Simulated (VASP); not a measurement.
Output of a VASP run:

**OSZICAR**
```
       N       E                     dE             d eps       ncg     rms          rms(c)
DAV:   1    -0.620702544468E+03   -0.62070E+03   -0.18052E+01   848   0.859E+00    0.487E+01
DAV:   2    -0.620900339311E+03   -0.19779E+00   -0.58827E-01   864   0.204E+00    0.336E+01
DAV:   3    -0.620883205169E+03    0.17134E-01   -0.15442E-01   808   0.106E+00    0.211E+01
DAV:   4    -0.620874448122E+03    0.87570E-02   -0.21385E-02   816   0.387E-01    0.125E+01
DAV:   5    -0.620868832442E+03    0.56157E-02   -0.39668E-03   792   0.173E-01    0.735E+00
DAV:   6    -0.620867039458E+03    0.17930E-02   -0.17191E-03   804   0.109E-01    0.429E+00
DAV:   7    -0.620866403051E+03    0.63641E-03   -0.37033E-04   812   0.681E-02    0.251E+00
DAV:   8    -0.620866190206E+03    0.21284E-03   -0.24553E-04   896   0.535E-02    0.143E+00
DAV:   9    -0.620866138802E+03    0.51405E-04   -0.13562E-04   888   0.356E-02    0.779E-01
DAV:  10    -0.620866123419E+03    0.15382E-04   -0.28556E-05   640   0.189E-02    0.443E-01
DAV:  11    -0.620866118372E+03    0.50472E-05   -0.13438E-05   544   0.120E-02
   1 F= -.62086612E+03 E0= -.62086612E+03  d E =-.171117E-15  mag=     1.0000
```

### OUTCAR
```
------------------------ aborting loop because EDIFF is reached ----------------------------------------
  volume of cell :      764.49
      direct lattice vectors                 reciprocal lattice vectors
     4.693267657 -8.128978018  0.000000000     0.106535582 -0.061508347  0.000000000
     4.693267657  8.128978018  0.000000000     0.106535582  0.061508347  0.000000000
     0.000000000  0.000000000 10.019202616     0.000000000  0.000000000  0.099808342
  FREE ENERGIE OF THE ION-ELECTRON SYSTEM (eV)
  ---------------------------------------------------
  free  energy   TOTEN  =      -620.8661183719 eV

  energy  without entropy=     -620.8661183719  energy(sigma->0) =     -620.86611837

  exchange ACFDT corr.  =         0.00000000  see jH, gK, PRB 81, 115126

 total charge

# of ion       s       p       d       tot
------------------------------------------
    1        0.412   0.450   0.000   0.862
    2        0.411   0.448   0.000   0.859
    3        0.413   0.454   0.000   0.867
    4        0.417   0.457   0.000   0.874
    5        0.410   0.446   0.000   0.856
    6        0.410   0.445   0.000   0.855
    7        0.409   0.443   0.000   0.852
    8        0.410   0.440   0.000   0.850
    9        0.409   0.444   0.000   0.854
   10        0.411   0.448   0.000   0.859
   11        0.411   0.447   0.000   0.858
   12        0.417   0.459   0.000   0.876
   13        0.412   0.450   0.000   0.862
   14        0.407   0.439   0.000   0.846
   15        0.413   0.454   0.000   0.867
   16        0.405   0.438   0.000   0.843
   17        0.411   0.447   0.000   0.858
   18        0.414   0.456   0.000   0.870
   19        0.407   0.439   0.000   0.846
   20        0.409   0.444   0.000   0.853
   21        0.411   0.448   0.000   0.859
   22        0.410   0.444   0.000   0.853
   23        0.417   0.459   0.000   0.876
   24        0.409   0.443   0.000   0.853
   25        0.411   0.448   0.000   0.859
   26        0.411   0.447   0.000   0.857
   27        0.417   0.457   0.000   0.874
   28        0.410   0.446   0.000   0.856
   29        0.411   0.447   0.000   0.858
   30        0.409   0.443   0.000   0.852
   31        0.407   0.439   0.000   0.846
   32        0.409   0.444   0.000   0.853
   33        0.409   0.443   0.000   0.852
   34        0.410   0.444   0.000   0.854
   35        0.409   0.442   0.000   0.851
   36        1.274   2.419   0.000   3.693
   37        1.229   2.596   0.000   3.824
   38        1.230   2.586   0.000   3.816
   39        1.228   2.598   0.000   3.827
   40        1.229   2.591   0.000   3.819
   41        1.228   2.595   0.000   3.823
   42        1.228   2.594   0.000   3.822
   43        1.228   2.590   0.000   3.817
   44        1.229   2.598   0.000   3.827
   45        1.229   2.595   0.000   3.823
   46        1.228   2.598   0.000   3.827
   47        1.228   2.598   0.000   3.827
   48        1.274   2.419   0.000   3.693
   49        1.227   2.589   0.000   3.816
   50        1.230   2.586   0.000   3.816
   51        1.273   2.427   0.000   3.700
   52        1.228   2.596   0.000   3.824
...
```
(Selected blocks of OUTCAR.)

POSCAR:
```
Al35N35O
1
    4.6932676572    -8.1289780179     0.0000000000
    4.6932676572     8.1289780179     0.0000000000
    0.0000000000     0.0000000000    10.0192026156
Al N O
35 35 1
Direct
  0.2225161802   0.1118899607   0.2456136912
  0.1106545956   0.2233288629   0.9993880900
  0.2162184141   0.1075852670   0.7518677683
  0.1108473349   0.2260357191   0.5027161149
  0.2221252089   0.4447628073   0.2491162790
  0.1110825966   0.5555274275   0.0003199615
  0.2229664663   0.4449141575   0.7502873203
  0.1109840045   0.5553652920   0.4996343348
  0.2222771820   0.7780563242   0.2493362818
  0.1103201777   0.8875047611   0.9994306574
  0.2215738689   0.7766045823   0.7513436775
  0.1103225256   0.8842546442   0.5028229420
  0.5559252751   0.1119628663   0.2456693640
  0.4447042127   0.2228747086   0.9996842527
  0.5579796059   0.1075559649   0.7518831256
  0.5569325106   0.4472390416   0.2484965003
  0.4440781085   0.5565882676   0.0012367954
  0.5576215401   0.4486581631   0.7530918732
  0.4449913592   0.5578562876   0.4996777450
  0.5562062924   0.7797164290   0.2497485165
  0.4437639193   0.8875514545   0.9994519319
  0.5562882608   0.7772551409   0.7500180538
  0.4404967973   0.8842638124   0.5028263257
  0.8892401694   0.1120107245   0.2488906214
  0.7792632558   0.2233782851   0.9993721682
  0.8887231889   0.1108925544   0.7506759428
  0.7817421183   0.2260421108   0.5027147928
  0.8891740650   0.4447349709   0.2491053649
  0.7790759881   0.5565611270   0.0012511319
  0.8885948707   0.4449131946   0.7502798239
  0.7794575315   0.5578781593   0.4996092791
  0.8900494380   0.7797376905   0.2497410514
  0.7777804277   0.8890178893   0.0001801708
  0.8876209332   0.7772772276   0.7500260629
  0.7786698550   0.8908000266   0.4997659430
  0.1933586769   0.0963645787   0.4336810830
  0.1112636208   0.2234214628   0.1899823448
  0.2213987736   0.1107955853   0.9438228283
  0.1111061838   0.2226781596   0.6923007240
  0.2246147776   0.4450883352   0.4412385780
  0.1111537185   0.5557652360   0.1917845138
  0.2229448942   0.4453207031   0.9411254254
  0.1108273583   0.5550256337   0.6909159766
  0.2217233211   0.7768539731   0.4414374564
  0.1115718654   0.8889693988   0.1901090692
  0.2219484433   0.7772973342   0.9416729736
  0.1103471973   0.8873004832   0.6925636245
  0.5695850134   0.0964540692   0.4336972150
  0.4459021014   0.2252919724   0.1938064224
  0.5559735237   0.1108276967   0.9438292417
  0.4437342901   0.2208268522   0.7204859955
  0.4445989471   0.5564451852   0.1926239184
  0.5564035419   0.4462099072   0.9442942410
  0.4455565031   0.5546791109   0.6891720670
  0.5560407719   0.7790526444   0.4413169139
  0.4438634593   0.8889087687   0.1901719035
  0.5555527448   0.7774702592   0.9410544922
  0.4435229948   0.8872451398   0.6925755938
  0.8896766111   0.1128556630   0.4407666455
  0.7786180624   0.2233924331   0.1899461898
  0.8889116861   0.1112677056   0.9412092547
  0.7781320604   0.2226591708   0.6923151133
  0.8870898807   0.4451285328   0.4412492384
  0.7784406743   0.5564814802   0.1925998109
  0.8890074178   0.4453514870   0.9411164008
  0.7757982507   0.5547063044   0.6891683118
  0.8895621706   0.7790444900   0.4413112700
  0.7781481460   0.8897408044   0.1916340127
  0.8884380702   0.7774241683   0.9410399959
  0.7780453706   0.8894539135   0.6910307801
  0.5709055978   0.4752524546   0.4325354181
```

**Question.** Write an INCAR and KPOINTS that could have produced this output.

**Answer.** One answer among several that fit: the input of the run itself, HSE06 screened hybrid, plane waves, VASP's PBE PAW potentials (set 64).

File KPOINTS:
```
kpoints
0
gamma
  1 1 1
```

INCAR:
```
ALGO = Normal   ! blocked Davidson
HFSCREEN = 0.2   ! 1/Angstrom
NUPDOWN = 1
ENCUT = 400   ! plane-wave cut-off (eV)
LWAVE = .FALSE.
ISPIN = 2   ! spin-polarised
LASPH = .TRUE.   ! aspherical one-centre terms
LHFCALC = .TRUE.
SIGMA = 0.05
EDIFF = 1E-5   ! SCF stop (eV)
AEXX = 0.25
ISMEAR = 0
ISYM = 0
NELMIN = 4
LCHARG = .FALSE.
MAGMOM = 71*0.0141
NELM = 50   ! most electronic steps
GGA = PE   ! PBE
NELECT = 285.0
ISIF = 0
PRECFOCK = Fast
SYSTEM = Al35N35O
PREC = Normal
LORBIT = 10
LREAL = Auto
```

POTCAR, in this order: Al N O (PBE.64 set). Program: vasp_gam. Read from the step before: WAVECAR.

The cell is charged, with a uniform compensating background. The supercell is sampled at Γ alone, which is coarse: total energies, pressure and levels can be off, energies of defects by several tenths of an eV.

The cell is a supercell with a defect, built from AlN (wurtzite): O_N-vac_Al, charge +1. The cell's shape comes from a PBE relaxation.
